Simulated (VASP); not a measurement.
Consider the following.

```yaml
crystal:
  lattice:
    - [5.03725, 0.00000, 0.00000]
    - [-2.51863, 4.36239, 0.00000]
    - [0.00000, 0.00000, 8.86921]
  atoms:
    - { symbol: Cs, position: [0.00000, 0.00000, 0.00000] }
    - { symbol: Cs, position: [0.00000, 0.00000, 0.50000] }
    - { symbol: Br, position: [0.33333, 0.66667, 0.25000] }
    - { symbol: Br, position: [0.66667, 0.33333, 0.75000] }
```

All values below come from r2SCAN meta-GGA, VASP's PBE PAW potentials (set 64) (plane waves; VASP 6.6.1). Numerical set-up: 400 eV cut-off, 6×6×3 Γ-centred mesh, tetrahedra with Blöchl corrections, potentials Cs_sv Br.

The cores are frozen, which limits the accuracy of field gradients.

### Question
Give the principal components of the electric field gradient (V/Å²) and the asymmetry η at each nucleus.

### Answer

```
atom   Vxx   Vyy   Vzz     η
----  ----  ----  ----  ----
Cs1    0.9   0.9  -1.8  0.00
Cs2    0.9   0.9  -1.8  0.00
Br3   -3.8  -3.8   7.6  0.00
Br4   -3.8  -3.8   7.6  0.00
```

The structure was generated: CsBr was put into the NiAs type type (P6_3/mmc), which need not be its known phase. It was relaxed first, which changed the volume by -17 %.
